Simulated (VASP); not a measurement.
Crystal: Ta.

```
CELL_PARAMETERS angstrom
-1.65128 1.65128 1.65128
1.65128 -1.65128 1.65128
1.65128 1.65128 -1.65128
ATOMIC_POSITIONS crystal
Ta 0.00000 0.00000 0.00000
```

```yaml
Program: VASP 6.6.1
Task: relaxation of cell and atoms
Functional: PBE
Potentials_or_basis: VASP PAW PBE potentials, release 64 (Ta_pv)
Cutoff: 520 eV
k_mesh: 18 × 18 × 18
Occupations: gaussian, width 0.1 eV
Spin: collinear spin, ferromagnetic start
Starting_moments: "[1] μB"
```

At the start: pressure 3.0 GPa; volume 18.01 Å³/atom.

Where does the relaxation end?

Over 15 steps the energy falls by 2.6 meV/atom and the volume is 18.29 Å³/atom (+1.5 %); space group Im-3m (No. 229, to 0.05 Å); moment 0.00 μB per cell.

Step by step:
| step | energy change (eV) | largest force (eV/Å) | pressure (GPa) | volume (Å³) |
| --- | --- | --- | --- | --- |
| 1 | 0.0000 | 0.0000 | 3.05 | 18.01 |
| 2 | 0.0101 | 0.0000 | -6.23 | 18.92 |
| 3 | -0.0026 | 0.0000 | -0.03 | 18.29 |
| 4 | -0.0026 | 0.0000 | 0.03 | 18.28 |
| 5 | -0.0026 | 0.0000 | 0.04 | 18.28 |
| 6 | -0.0026 | 0.0000 | 0.04 | 18.28 |
| 7 | -0.0026 | 0.0000 | 0.03 | 18.28 |
| 8 | -0.0026 | 0.0000 | 0.03 | 18.28 |
| 9 | -0.0026 | 0.0000 | 0.03 | 18.28 |
| 10 | -0.0026 | 0.0000 | 0.03 | 18.28 |
| 11 | -0.0026 | 0.0000 | 0.03 | 18.28 |
| 12 | -0.0026 | 0.0000 | 0.03 | 18.28 |
| 13 | -0.0026 | 0.0000 | 0.03 | 18.28 |
| 14 | -0.0026 | 0.0000 | 0.03 | 18.28 |
| 15 | -0.0026 | 0.0000 | 0.01 | 18.29 |

Final structure:
```yaml
crystal:
  lattice:
    - [-1.65965, 1.65965, 1.65965]
    - [1.65965, -1.65965, 1.65965]
    - [1.65965, 1.65965, -1.65965]
  atoms:
    - { symbol: Ta, position: [0.00000, 0.00000, 0.00000] }
```
